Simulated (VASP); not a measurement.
Here is the system:

```xyz
5
Lattice="3.8964 0.0000 0.0000 0.0000 3.8964 0.0000 0.0000 0.0000 3.8964" Properties=species:S:1:pos:R:3 pbc="T T T"
Sr     0.0000     0.0000     0.0000
Ti     1.9482     1.9482     1.9482
O      1.9482     0.0000     1.9482
O      0.0000     1.9482     1.9482
O      1.9482     1.9482     0.0000
```

Calculation: PBEsol GGA, VASP's PBE PAW potentials (set 64) (plane waves; VASP 6.6.1). Numerical set-up: 520 eV cut-off, 6×6×6 Γ-centred mesh, tetrahedra with Blöchl corrections, potentials Sr_sv Ti_sv O.

Task: What does the run give for the energy per atom (σ→0), band gap (on the k-mesh) with the smallest direct gap where there is one?

Result: 
The band gap (on the k-mesh) comes out as 1.81 eV and the smallest direct gap (on the k-mesh) is 2.17 eV. The energy per atom (σ→0) is -8.403 eV/atom.

Only differences to runs with the same potentials and settings are physical.

The compound is SrTiO3 in the cubic perovskite structure, the ideal cubic form; the compound distorts at low or room temperature. It was relaxed first.
